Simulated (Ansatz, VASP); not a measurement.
Two plane-wave programs on LiZnF3

```xyz
10
Lattice="2.5965 1.4991 4.7828 -2.5965 1.4991 4.7828 0.0000 -2.9982 4.7828" Properties=species:S:1:pos:R:3 pbc="T T T"
Li    0.0000    0.0000   10.1132
Li    0.0000    0.0000    4.2352
Zn    0.0000    0.0000    7.1742
Zn    0.0000    0.0000    0.0000
F    -1.6157    0.0518    5.8818
F     0.8527    1.3734    5.8818
F    -0.7630    1.4252    8.4667
F     0.7630   -1.4252    5.8818
F     1.6157   -0.0518    8.4667
F    -0.8527   -1.3734    8.4667
```

The cell was built by a generator and needn't be a form met in nature.

Alike in both runs: task single point; functional PBE; k mesh 6 × 6 × 6; occupations gaussian, width 0.02 eV; no spin polarisation.

```csv
,VASP,Ansatz
version,VASP 6.6.1,Ansatz 0.2.0
potentials or method,"VASP PAW PBE potentials, release 64 (Li_sv, Zn, F)","scalar-relativistic, plane waves, PAW"
plane-wave cutoff (eV),520,420
valence electrons in the cell,72,72
```

```tsv
	VASP	Ansatz	Ansatz less VASP
gap on the k mesh at the Fermi level (eV)	4.22	4.28	+0.059
least direct gap on the mesh (eV)	4.22	4.28	+0.060
rms of the force components (eV/Å)	0.011	0.001	-0.0101
```

Atom by atom the forces differ by 0.012 eV/Å (rms over components).

 A k mesh can miss the band edges.
